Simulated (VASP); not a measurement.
Here is the system:

```xyz
6
Lattice="4.1546 0.0000 0.0000 0.0000 4.1546 0.0000 0.0000 0.0000 2.6650" Properties=species:S:1:pos:R:3 pbc="T T T"
Si     0.0000     0.0000     0.0000
Si     2.0773     2.0773     1.3325
O      1.2690     1.2690     0.0000
O      3.3463     0.8084     1.3325
O      0.8084     3.3463     1.3325
O      2.8857     2.8857     0.0000
```

Calculation: LDA (Ceperley-Alder, Perdew-Zunger), VASP's LDA PAW potentials (set 64) (plane waves; VASP). Numerical set-up: 620 eV cut-off, 6×6×8 Γ-centred mesh, Gaussian smearing of 0.050 eV, potentials Si O.

**Question.** The ions, cell shape and volume at an external pressure of 5.0 GPa are relaxed. What does this cell relax into?

**Answer.** 
```xyz
6
Lattice="4.1302 0.0000 0.0000 0.0000 4.1302 0.0000 0.0000 0.0000 2.6551" Properties=species:S:1:pos:R:3 pbc="T T T"
Si     0.0000     0.0000     0.0000
Si     2.0651     2.0651     1.3275
O      1.2589     1.2589     0.0000
O      3.3240     0.8062     1.3275
O      0.8062     3.3240     1.3275
O      2.8713     2.8713     0.0000
```
Space group P4_2/mnm (136), at a tolerance of 0.03 Å.

**Question.** How do energy and volume change from the first to the last step?

**Answer.** The energy (σ→0) changes by +1.8 meV/atom and the volume by -1.5 %, in 5 ionic steps.

The compound is SiO2 in the rutile structure, stishovite, a high-pressure form. This run relaxes it under an external pressure of 5 GPa. Symmetry was kept, so distortions that lower it aren't found.
